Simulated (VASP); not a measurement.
Method: PBE GGA, VASP's PBE PAW potentials (set 64) (plane waves; VASP).

VASP ran on this input.

### INCAR
```
! general
SYSTEM   =  CuAu
PREC     =  Accurate
ENCUT    =  400   ! plane-wave cut-off (eV)
LREAL    =  .FALSE.   ! projection in real space or not
LASPH    =  .TRUE.

! electronic loop
EDIFF    =  1E-6
NELM     =  100   ! most electronic steps
ALGO     =  Normal   ! blocked Davidson
LMAXMIX  =  6

! smearing
ISMEAR   =  1   ! Methfessel-Paxton
SIGMA    =  0.1

! functional
GGA      =  PE   ! PBE

! ions
ISIF     =  2   ! forces and stress, cell fixed

! output
LWAVE    =  .FALSE.
LCHARG   =  .FALSE.
```

**KPOINTS**
```
Automatic mesh
0
Gamma
10 10 8
0 0 0
```

File POSCAR:
```
CuAu
1
    2.8000000000     0.0000000000     0.0000000000
    0.0000000000     2.8000000000     0.0000000000
    0.0000000000     0.0000000000     3.6700000000
Cu Au
1 1
Direct
  0.0000000000   0.0000000000   0.0000000000
  0.5000000000   0.5000000000   0.5000000000
```

POTCAR, in this order: Cu Au (PBE.64 set). Program: vasp_std.

The run wrote:

File OSZICAR:
```
       N       E                     dE             d eps       ncg     rms          rms(c)
DAV:   1     0.114135708820E+03    0.11414E+03   -0.98060E+03  3307   0.172E+03
DAV:   2    -0.438616489482E+01   -0.11852E+03   -0.11285E+03  3227   0.299E+02
DAV:   3    -0.797344473740E+01   -0.35873E+01   -0.35556E+01  3921   0.624E+01
DAV:   4    -0.801006373848E+01   -0.36619E-01   -0.36602E-01  3514   0.543E+00
DAV:   5    -0.801130810186E+01   -0.12444E-02   -0.12444E-02  4871   0.110E+00    0.117E+01
DAV:   6    -0.741406928276E+01    0.59724E+00   -0.75860E+00  3234   0.796E+01    0.547E+00
DAV:   7    -0.711848546211E+01    0.29558E+00   -0.29841E+00  3832   0.851E+01    0.613E+00
DAV:   8    -0.704141878025E+01    0.77067E-01   -0.27993E-01  4053   0.154E+01    0.295E+00
DAV:   9    -0.703375556357E+01    0.76632E-02   -0.25257E-02  4880   0.386E+00    0.192E-01
DAV:  10    -0.703332203966E+01    0.43352E-03   -0.38746E-03  4160   0.815E-01    0.110E-01
DAV:  11    -0.703330970072E+01    0.12339E-04   -0.12742E-04  4447   0.160E-01    0.342E-02
DAV:  12    -0.703330513974E+01    0.45610E-05   -0.72774E-06  4553   0.787E-02    0.270E-03
DAV:  13    -0.703330486606E+01    0.27368E-06   -0.57935E-07  2191   0.263E-02
   1 F= -.70333049E+01 E0= -.70330965E+01  d E =-.625038E-03
```

File OUTCAR:
```
------------------------ aborting loop because EDIFF is reached ----------------------------------------
  FORCE on cell =-STRESS in cart. coord.  units (eV):
  Direction    XX          YY          ZZ          XY          YZ          ZX
  --------------------------------------------------------------------------------------
  Total        1.2522957      1.2522957      0.9208929      0.0000000      0.0000000      0.0000000
  in kB       69.7325177     69.7325177     51.2787690      0.0000000      0.0000000      0.0000000
  external PRESSURE =      63.5812681 kB  Pullay stress =       0.0000000 kB
  volume of cell :       28.77
      direct lattice vectors                 reciprocal lattice vectors
     2.800000000  0.000000000  0.000000000     0.357142857  0.000000000  0.000000000
     0.000000000  2.800000000  0.000000000     0.000000000  0.357142857  0.000000000
     0.000000000  0.000000000  3.670000000     0.000000000  0.000000000  0.272479564
 POSITION                                       TOTAL-FORCE (eV/Angst)
 -----------------------------------------------------------------------------------
      0.00000      0.00000      0.00000         0.000000      0.000000      0.000000
      1.40000      1.40000      1.83500         0.000000      0.000000      0.000000
 -----------------------------------------------------------------------------------
    total drift:                                0.000000     -0.000000     -0.000000
  FREE ENERGIE OF THE ION-ELECTRON SYSTEM (eV)
  ---------------------------------------------------
  free  energy   TOTEN  =        -7.0333048661 eV

  energy  without entropy=       -7.0326798284  energy(sigma->0) =       -7.03309652
```
(Selected blocks of OUTCAR.)

The compound is CuAu in the L1_0 structure. The cell was not relaxed at this level.
